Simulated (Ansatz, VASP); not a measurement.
# WS2 (Tungstenite) in two plane-wave programs, part 2 of 2

Wanted: the spread between two codes on one cell, functional and k mesh. The cell is taken from a series of runs on this material, whose earlier steps may have relaxed, scaled, displaced or heated it; both programs get it as it stands.

VASP 6.6.1 and Ansatz 0.2.0.

So far: The starting structure; VASP: dielectric response, PBE.

**3. Ansatz: dielectric response, PBE**

Level of this step: Ansatz beside VASP: Kohn-Sham DFT, plane waves, PBE (Ansatz).

Ansatz runs on its default PAW (the set named soft_2) files.

The same cell, functional and mesh now go to Ansatz, which takes its cutoff from its data sets.

input.yaml

```yaml
crystal:
  lattice:
    - [3.18, 0.0, 0.0]
    - [-1.59, 2.753960784, 0.0]
    - [0.0, 0.0, 12.5]
  atoms:
    - { symbol: W, position: [0.3333333333, 0.6666666667, 0.25] }
    - { symbol: W, position: [0.6666666667, 0.3333333333, 0.75] }
    - { symbol: S, position: [0.3333333333, 0.6666666667, 0.625] }
    - { symbol: S, position: [0.6666666667, 0.3333333333, 0.125] }
    - { symbol: S, position: [0.3333333333, 0.6666666667, 0.875] }
    - { symbol: S, position: [0.6666666667, 0.3333333333, 0.375] }
kpoints:
  mp_grid: { grid: [6, 6, 2] }
hamiltonian:
  xc: pbe
scf:
  occupations: { method: fixed }
dielectric: {}
```

Command:

```bash
> ansatz run input.yaml --threads 4 --pin off --max-ram 5529MiB --backend cpu --events-out ev --progress --plain --runs-dir out
```

Numbers of over 12 decimals in the logs are rounded to 6 here.

Log:

```text
Engine: ansatz 0.2.0, x86_64-unknown-linux-gnu
Pseudopotentials: kind: paw
Pseudopotential: W, paw, valence charge 14, recommended cutoff 420 eV (normal), W.paw.azcp
Pseudopotential: S, paw, valence charge 6, recommended cutoff 420 eV (normal), S.paw.azcp
Functional definition: PBE
  parameter kappa = 0.804
  parameter beta = 0.066725
  exchange = pbe_x(kappa = kappa, mu = beta*pi^2/3)
  correlation = pbe_c(beta = beta)
Crystal: 6 atoms, lattice volume = 109.470 Å³
Basis set: ecut = 420 eV, 2129 PW (Γ), exchange–correlation on 48×48×180 points (8 copies of the dense FFT grid, shifted against one another)
Bands: 32, of which v1, the nominal top of the filled ones, is band 26 counted from 1 (25 counted from 0)
Symmetry: 24 space group operations
k-points: 26 of 72 (irreducible under 2 space group operations, time reversal used)
Non-local potential: W, projectors of the file, l = 0: 3, l = 1: 2, l = 2: 2, l = 3: 1
Non-local potential: S, projectors of the file, l = 0: 2, l = 1: 2, l = 2: 2
PAW form: soft (Blöchl's): semilocal exchange-correlation on the pseudo side does not see the compensation charge
PAW one-centre angular grid: W, 590 points (default); XC on 64 Gauss nodes
PAW one-centre angular grid: S, 110 points (default); XC on 64 Gauss nodes
Initial density: superposition of atomic densities (neutral atoms: chi_scale 0, normalization atom), corrected by the library's trained network
Initial wavefunctions: pseudopotential atomic-orbital guess
Functional: x = pbe(κ = 0.804, μ = 0.219515), c = pbe(β = 0.066725)
SCF iter   1: F=—  HF=-24382.787083 eV  |F-HF|=—  |Δ(HF+E_count)|=         —  Δρ=5.13e-3  dr2=1.69e-2  ethr=1.77e-3  ⟨swp⟩=5.0  Hψ=3328  notcnv=0  defer=80
preconditioner: auto → Resta (q_TF=auto, 2.410 Å⁻¹)  ε∞=7.5  [insulator: Δε(μ)=1.041 eV  Ē_g=8.380 eV  n_scr=26 (ndim 8)  ℏωp=21.3 eV  f_vac=0.025  ε∞_Penn≈7.5]
SCF iter   2: F=—  HF=-24382.791461 eV  |F-HF|=—  |Δ(HF+E_count)|=   4.38e-3  Δρ=2.73e-3  dr2=2.16e-3  ethr=3.24e-5  ⟨swp⟩=2.0  Hψ=1359  notcnv=0  defer=100
SCF iter   3: F=—  HF=-24382.795081 eV  |F-HF|=—  |Δ(HF+E_count)|=   3.62e-3  Δρ=1.24e-3  dr2=4.83e-4  ethr=4.15e-6  ⟨swp⟩=2.0  Hψ=1200  notcnv=0  defer=102
SCF iter   4: F=—  HF=-24382.796104 eV  |F-HF|=—  |Δ(HF+E_count)|=   1.02e-3  Δρ=6.47e-5  dr2=4.80e-6  ethr=9.28e-7  ⟨swp⟩=2.0  Hψ=1281  notcnv=0  defer=102
SCF iter   5: F=—  HF=-24382.796109 eV  |F-HF|=—  |Δ(HF+E_count)|=   4.35e-6  Δρ=1.25e-5  dr2=1.71e-7  ethr=9.24e-9  ⟨swp⟩=2.0  Hψ=1364  notcnv=0  defer=41
SCF iter   6: F=—  HF=-24382.796109 eV  |F-HF|=—  |Δ(HF+E_count)|=   6.88e-8  Δρ=3.77e-6  dr2=2.29e-8  ethr=3.29e-10  ⟨swp⟩=2.3  Hψ=1278  notcnv=0  defer=41
SCF iter   7: F=—  HF=-24382.796109 eV  |F-HF|=—  |Δ(HF+E_count)|=   1.22e-8  Δρ=8.93e-7  dr2=1.55e-9  ethr=4.40e-11  ⟨swp⟩=2.0  Hψ=1177  notcnv=0  defer=41
SCF iter   8: F=-24382.796109 eV  HF=-24382.796109 eV  |F-HF|=1.46e-11  |Δ(HF+E_count)|=   1.04e-9  Δρ=1.55e-7  dr2=3.86e-11  ethr=1.00e-12  ⟨swp⟩=7.7  Hψ=3404  notcnv=0
SCF 1 converged in 8 iterations: F = -24382.796109 eV  dr2 = 3.86e-11
  greatest PAW one-centre occupation: 1.000 electrons in one spin orbital (limit 2), on the W atom at site 1 (counted from 0), in its partial waves of l = 0
DFPT response loops at Γ: preconditioner auto → Resta (q_TF=auto, 2.410 Å⁻¹)  ε∞=7.6 (no band partly filled); β = 1.00, the filter's whole step (`scf.mixing.beta` (0.50) is not read by the response loops at its default; to damp them type it under 1.00, their step now; it binds the ground state too); Broyden in place of MSR1
── the response to a field inside a basis, on 8×8×2 k-points: an SCF that follows is theirs, and a resumed run solves both again ──
Bands: 27, of which v1, the nominal top of the filled ones, is band 26 counted from 1 (25 counted from 0)
k-points: 20 of 128 (irreducible under 8 space group operations)
Initial density: handed on by an earlier stage of this run
Initial wavefunctions: pseudopotential atomic-orbital guess (no wavefunctions were taken with the density)
Eigensolver: Dense (20 Hₖ)
SCF iter   1: F=—  HF=-24382.740564 eV  |F-HF|=—  |Δ(HF+E_count)|=         —  Δρ=3.54e-4  dr2=4.97e-5  ethr=1.00e-1
preconditioner: auto → Resta (q_TF=auto, 2.410 Å⁻¹)  ε∞=8.7  [insulator: Δε(μ)=1.353 eV  Ē_g=7.682 eV  n_scr=26 (ndim 8)  ℏωp=21.3 eV  f_vac=0.021  ε∞_Penn≈8.7]
SCF iter   2: F=—  HF=-24382.740573 eV  |F-HF|=—  |Δ(HF+E_count)|=   8.56e-6  Δρ=1.84e-4  dr2=1.23e-5  ethr=9.56e-8
SCF iter   3: F=—  HF=-24382.740578 eV  |F-HF|=—  |Δ(HF+E_count)|=   5.49e-6  Δρ=2.85e-5  dr2=1.31e-6  ethr=2.37e-8
SCF iter   4: F=-24382.740578 eV  HF=-24382.740578 eV  |F-HF|=9.72e-9  |Δ(HF+E_count)|=   7.77e-8  Δρ=8.44e-6  dr2=4.83e-8  ethr=2.51e-9
SCF 1 converged in 4 iterations: F = -24382.740578 eV  dr2 = 4.83e-8
  greatest PAW one-centre occupation: 0.999 electrons in one spin orbital (limit 2), on the W atom at site 0 (counted from 0), in its partial waves of l = 0
DFPT response loops at Γ: preconditioner auto → Resta (q_TF=auto, 2.410 Å⁻¹)  ε∞=6.7 (no band partly filled); β = 1.00, the filter's whole step (`scf.mixing.beta` (0.50) is not read by the response loops at its default; to damp them type it under 1.00, their step now; it binds the ground state too); Broyden in place of MSR1
SCF converged after 8 iterations
Free energy (F): -24382.796109 eV
Harris-Foulkes:  -24382.796109 eV  (|F-HF|=1.46e-11)
Internal energy: -24382.796109 eV  (E = F + TS)
E sigma→0 (E₀):  -24382.796109 eV
Fermi energy:    11.265006 eV
--- Per-component energies (eV) ---
  E_band       = -395.989990
  E_kinetic    = 1332.635349
  E_local      = -3640.499668  (includes V_loc(G=0)·N_el)
  E_nonlocal   = 114.712517
  E_hartree    = 1448.762561
  E_xc         = -924.384789
  E_vxc        = -830.176204  (∫ρ·V_xc dr)
  E_paw        = -19526.258843  (= ΣΔE_a)
  E_vpaw       = -270.187290  (= ΣTr[D̂ρ^β])
  E_aug_tail   = -0.000119  (compensation charges beyond the density's cutoff)
  E_ewald      = -3187.763116
  E_smearing   = -0.000000  (= −TS)
  E_closure    = -0.000000  (closes the sum)
  Σ components = -24382.796109   (vs F -24382.796109, Δ=0.00e0)
--- Band table (eV; the first three rows and the last of 26) ---
  k-point 0: bands = [... 22 lower, 8.9990, 9.6943, 10.1732, 11.2650, 13.5108, 13.5108, 13.5186, 13.5186, ... 2 higher]
  k-point 1: bands = [... 22 lower, 8.9777, 8.9777, 10.9613, 10.9613, 13.5076, 13.5076, 13.5076, 13.5076, ... 2 higher]
  k-point 2: bands = [... 22 lower, 8.9492, 9.7774, 10.0915, 10.4571, 12.8393, 13.2617, 13.3693, 13.4536, ... 2 higher]
  k-point 25: bands = [... 22 lower, 8.6221, 8.6221, 10.0090, 10.0090, 13.1543, 13.1543, 13.8448, 13.8448, ... 2 higher]
--- Dielectric response (ions clamped): 3 representative field directions + reference, inside a basis on a mesh of 128 k-points (Σ response iterations 15) ---
  ε∞ (high-frequency dielectric tensor):
       13.767317    -0.000000    -0.000000
       -0.000000    13.767317     0.000000
       -0.000000     0.000000     5.646731
  Born effective charges Z* (e; rows j = field, columns β = displacement):
    site 0:
        -0.53424    0.00000    0.00000
         0.00000   -0.53424   -0.00000
         0.00000    0.00000   -0.41742
    site 1:
        -0.53424   -0.00000    0.00000
         0.00000   -0.53424   -0.00000
         0.00000    0.00000   -0.41742
    site 2:
         0.26712   -0.00000   -0.00000
        -0.00000    0.26712    0.00000
        -0.00000    0.00000    0.20871
    site 3:
         0.26712   -0.00000    0.00000
        -0.00000    0.26712   -0.00000
         0.00000   -0.00000    0.20871
    site 4:
         0.26712   -0.00000    0.00000
        -0.00000    0.26712   -0.00000
         0.00000   -0.00000    0.20871
    site 5:
         0.26712    0.00000   -0.00000
        -0.00000    0.26712    0.00000
        -0.00000    0.00000    0.20871
  Z* charge neutrality: 1.269e-2 e pre-enforcement
  solved inside a basis spanned on kpoints, on 8×8×2 k-points, its susceptibility summed on 14×14×4: ε∞ is read to err by 6.5e-2, Z* by 1.9e-2 e (field_mesh: kpoints solves on kpoints); Z* is corrected for what the basis lacks
```

**4. Differences**

Known differences besides the potentials themselves: fixed occupations in Ansatz, narrow Gaussian smearing in VASP; VASP's response is taken on the typed mesh, Ansatz refines its own for the field response alone; the data sets hold 52 valence electrons in Ansatz (on its default PAW (the set named soft_2) files) and 36 in VASP; the cutoff is 420 eV in Ansatz and 520 eV in VASP. Total energies have different zeros and are not compared.

Compared:

```tsv
quantity	Ansatz	VASP	difference
ε∞ xx	13.77	14.56	-5.47 %
ε∞ yy	13.77	14.56	-5.47 %
ε∞ zz	5.65	5.68	-0.54 %
```

**5. Outcome**

- difference in ε∞ xx (dielectric response, PBE): -5.5 %

What this shows: The difference in ε∞ xx is -5.5 % (dielectric response, PBE), beyond the 5 % picked in this series as the mark of a large difference. The data sets hold unlike numbers of valence electrons (52 in Ansatz and 36 in VASP), so part of the differences comes from the potentials. How closely two codes agree says nothing of how well the functional describes the real material.

[Lines on the potential files, build, host, timing and source positions are cut from VASP's logs without a mark.]

[Logs are printed without paths, hosts, clocks, repeated set-up lines and the standing remarks that a program may print on its own settings, such as how far it seeks lower states.]

[Hosts, paths, dates, database ids (printed as entryN), source tags and the programs' standing remarks are cut or masked in the printed files.]
